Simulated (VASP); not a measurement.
A run of VASP 6.6.1 is set up as follows.

INCAR

```
SYSTEM = PtSe2
ALGO     = Normal         ! electronic algorithm
EDIFF    = 1E-8           ! SCF threshold, eV
ENCUT    = 520            ! plane-wave cutoff, eV
GGA      = PE             ! functional
IBRION   = 6              ! ionic algorithm
ISIF     = 2              ! what is computed and relaxed
ISMEAR   = 0              ! smearing method
IVDW     = 12             ! dispersion correction
KPAR     = 4            
LASPH    = .True.         ! aspherical terms in the spheres
LCHARG   = .False.        ! write CHGCAR
LREAL    = .False.        ! projectors in reciprocal space
LWAVE    = .False.        ! write WAVECAR
NELM     = 60             ! most SCF steps
NFREE    = 2            
NSW      = 1              ! ionic steps
POTIM    = 0.015          ! step
PREC     = Accurate       ! precision mode
SIGMA    = 0.02           ! smearing width, eV
```

The input KPOINTS:

```
k-points
0
Gamma
  6 6 4
  0 0 0
```

The input POSCAR:

```
PtSe2                                   
1.0
    3.7673627565      0.0000000000      0.0000000000
   -1.8836813783      3.2626318486      0.0000000000
    0.0000000000      0.0000000000      4.8417612597
  Pt              Se            
     1     2
Direct
     0.0000000000000000    0.0000000000000000    0.0000000000000000
     0.3333333300000021    0.6666666699999979    0.2652642111040677
     0.6666666699999979    0.3333333300000021    0.7347357888959323
```

Potentials or basis: VASP PAW PBE potentials, release 64 (Pt, Se).

Command:

```console
$ cat potpaw_PBE.64/Pt/POTCAR potpaw_PBE.64/Se/POTCAR > POTCAR
$ mpirun -np 4 vasp_std > vasp.out
```

Question: Predict the dispersion energy per atom.

Answer: -0.489 eV.

Question: What does it give for the highest phonon frequency at Γ?

Answer: 214 cm⁻¹.

Phonon frequencies in cm⁻¹ (negative: imaginary):
```tsv
q point	frequencies
(0.000, 0.000, 0.000)	-1 0 0 134 134 204 211 214 214
```

 Spin-orbit coupling is left out, which matters for the levels of Pt.
